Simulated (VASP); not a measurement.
Consider the following.

```xyz
6
Lattice="3.4938 2.0172 6.5947 -3.4938 2.0172 6.5947 0.0000 -4.0343 6.5947" Properties=species:S:1:pos:R:3 pbc="T T T"
Sr    -2.2936     0.0617    13.1893
Sr     1.0933     2.0172     6.5947
Sr    -2.2936    -0.0617     6.5947
Sr     0.0000     0.0000     3.2546
Sr     0.0000     0.0000    16.5293
Mg     0.0000     0.0000     9.8920
```

All values below come from PBEsol GGA, VASP's PBE PAW potentials (set 64) (plane waves; VASP 6.6.1). Run with 400 eV cut-off, Gaussian smearing of 0.050 eV, potentials Sr_sv Mg.

Task: Give the energies of bands 21 to 30 at the high-symmetry points, in eV from the Fermi level.

Result: 
| band | Γ | T | H2 | L | S0 | F |
|---|---|---|---|---|---|---|
| 21 | -4.15 | -3.31 | -2.75 | -3.06 | -2.78 | -2.82 |
| 22 | -1.54 | -2.91 | -1.98 | -2.62 | -2.12 | -2.35 |
| 23 | -0.33 | -0.51 | -1.98 | -1.19 | -2.05 | -1.41 |
| 24 | -0.33 | -0.51 | -1.86 | -0.80 | -1.19 | -1.36 |
| 25 | -0.12 | -0.38 | -0.40 | -0.73 | -1.11 | -1.05 |
| 26 | -0.10 | -0.20 | -0.39 | -0.40 | 0.01 | -0.57 |
| 27 | 0.09 | 0.23 | 0.18 | 0.05 | 0.01 | 0.06 |
| 28 | 0.24 | 0.23 | 0.41 | 0.10 | 0.37 | 0.25 |
| 29 | 0.24 | 0.35 | 0.49 | 0.46 | 0.53 | 0.56 |
| 30 | 0.38 | 0.35 | 0.55 | 0.61 | 0.85 | 0.84 |

It has no gap at this level: it comes out as a metal or semimetal.

The structure comes from a computed database's Sr5Mg entry (R32); how it stands against other phases isn't given here. It was relaxed first, which changed the volume by -6 %.
